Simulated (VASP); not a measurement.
Set up this calculation in VASP 6.6.1, as the native input.

```
Task                   : single point
Functional             : PBE
Potentials or basis    : VASP PAW PBE potentials, release 64 (Te, Mo_sv)
Cutoff                 : 520 eV
k mesh                 : 9 × 9 × 2
Occupations            : gaussian, width 0.02 eV
Spin                   : no spin polarisation
Dipole correction      : no
Further INCAR settings : ALGO = Fast; EDIFF = 1e-06; NBANDS = 35
```

The structure of Te2Mo lies in POSCAR:

```
Te2Mo
1.0
    3.5566118697      0.0000000000      0.0000000000
   -1.7783059349      3.0801162306      0.0000000000
    0.0000000000      0.0000000000     15.3251319159
Te Mo
4 2
Direct
    0.3333333333      0.6666666667      0.6320225742
    0.6666666667      0.3333333333      0.1320225742
    0.3333333333      0.6666666667      0.8679774258
    0.6666666667      0.3333333333      0.3679774258
    0.3333333333      0.6666666667      0.2500000000
    0.6666666667      0.3333333333      0.7500000000
```

The cell isn't the ideal one: relaxed again under DFT PBE, scalar-relativistic, plane waves, PAW.

The input as run:

INCAR

```
SYSTEM = Te2Mo
PREC = Accurate
ENCUT = 520
EDIFF = 1E-6
ISMEAR = 0
SIGMA = 0.02
LREAL = .False.
LASPH = .True.
NELM = 100
ALGO = Fast
ISIF = 2
LWAVE = .False.
LCHARG = .False.
GGA = PE
NBANDS = 35
```

KPOINTS

```
Automatic mesh
0
Gamma
  9 9 2
  0 0 0
```

Potentials or basis: VASP PAW PBE potentials, release 64 (Te, Mo_sv).

Run with:

```console
$ cat potpaw_PBE.64/Te/POTCAR potpaw_PBE.64/Mo_sv/POTCAR > POTCAR
$ mpirun -np 1 vasp_std > vasp.out
```

It gave:

```yaml
Pressure: 0.0 GPa
Largest_force: 0.014 eV/Å
Band_gap_on_the_k_mesh: 1.03 eV, direct
```

Caveat: spin-orbit coupling is left out, which moves the levels of the heavy elements; an odd mesh through Γ misses points on the zone boundary, where band edges often lie; this functional lacks dispersion, which binds the layers, so the pressure and a relaxed spacing across them are unreliable.

Wall time 100 s on 1 thread of Intel(R) Xeon(R) 6975P-C (Granite Rapids) (shared host), peak memory 0.35 GiB.
